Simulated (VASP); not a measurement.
An input for Ansatz (written as the equivalent of a VASP run, and not itself run):

Ansatz 0.2 input:
```yaml
crystal:
  lattice:
    - [4.5560700, 0.0000000, 0.0000000]
    - [-2.2780350, 3.9456720, 0.0000000]
    - [0.0000000, 0.0000000, 7.4409300]
  atoms:
    - { symbol: Mg, position: [0.3333330, 0.6666670, 0.0000000] }
    - { symbol: Mg, position: [0.6666670, 0.3333330, 0.5000000] }
    - { symbol: Te, position: [0.3333330, 0.6666670, 0.3750000] }
    - { symbol: Te, position: [0.6666670, 0.3333330, 0.8750000] }
kpoints:
  mp_grid: { grid: [6, 6, 4] }
hamiltonian:
  xc: pbesol
  pseudopotentials: { kind: paw }
scf:
  occupations: { method: gaussian, width: 0.05 }
  max_iter: 100
relax:
  max_steps: 60
  f_tol: 0.01
  cell: {}
output: { forces: true, stress: true, eigenvalues: true }
```

Problem. Write the VASP files for the same calculation (PBEsol).

Solution. One answer among several that fit: 
**INCAR**
```
! general
SYSTEM   =  MgTe
PREC     =  Accurate
ENCUT    =  400
LREAL    =  F
LASPH    =  T

! electronic loop
EDIFF    =  1E-6
NELM     =  100
ALGO     =  Normal
LMAXMIX  =  4

! smearing
ISMEAR   =  0
SIGMA    =  0.05

! functional
GGA      =  PS

! ions
IBRION   =  2
NSW      =  60
ISIF     =  3
EDIFFG   =  -0.01

! output
LWAVE    =  F
LCHARG   =  F
```

### POSCAR
```
MgTe
1.0
  4.5560700000   0.0000000000   0.0000000000
 -2.2780350000   3.9456720000   0.0000000000
  0.0000000000   0.0000000000   7.4409300000
Mg Te
2 2
Cart
 -0.0000022780   2.6304493152   0.0000000000
  2.2780372780   1.3152226848   3.7204650000
 -0.0000022780   2.6304493152   2.7903487500
  2.2780372780   1.3152226848   6.5108137500
```

**KPOINTS**
```
kpoints
0
gamma
6 6 4
```

POTCAR, in this order: Mg Te (PBE.64 set). Program: vasp_std.

Limits of the translation: each code has its own PAW files, so the cut-off isn't converted (ENCUT is set for VASP's; basis.ecutwfc is left out, and Ansatz then takes the one that its files recommend); Ansatz stops its SCF on the density residual and VASP on the energy change (EDIFF).

The structure was generated: MgTe was put into the wurtzite type (P6_3mc), which need not be its known phase. This run relaxes it. Symmetry was kept, so distortions that lower it aren't found.
